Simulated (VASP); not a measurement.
Here is the system:

```
SrO
1.0
    0.00000     2.58635     2.58635
    2.58635     0.00000     2.58635
    2.58635     2.58635     0.00000
Sr O
1 1
Cartesian
  0.00000   0.00000   0.00000
  2.58635   2.58635   2.58635
```

The numbers are results of optB88-vdW, VASP's PBE PAW potentials (set 64) (plane waves; VASP), not measurements. Numerical set-up: 520 eV cut-off, Gaussian smearing of 0.050 eV, potentials Sr_sv O.

Q: Give the energies of bands 6 to 11 at the high-symmetry points, in eV from the valence-band maximum.

A: 
```
band     Γ      X      U      L      W
----  ----  -----  -----  -----  -----
6     0.00  -0.45  -0.94  -2.12  -1.09
7     0.00  -0.10  -0.56  -1.09  -0.45
8     0.00  -0.10  -0.49  -1.09  -0.45
9     3.93   3.32   4.80   6.50   6.01
10    6.17   7.71   7.86   8.43   6.01
11    6.17  10.10   8.64   8.73   8.53
```

The gap is indirect, 3.32 eV, from the valence maximum at Γ to the conduction minimum at X.

The compound is SrO in the rock salt structure. It was relaxed first.
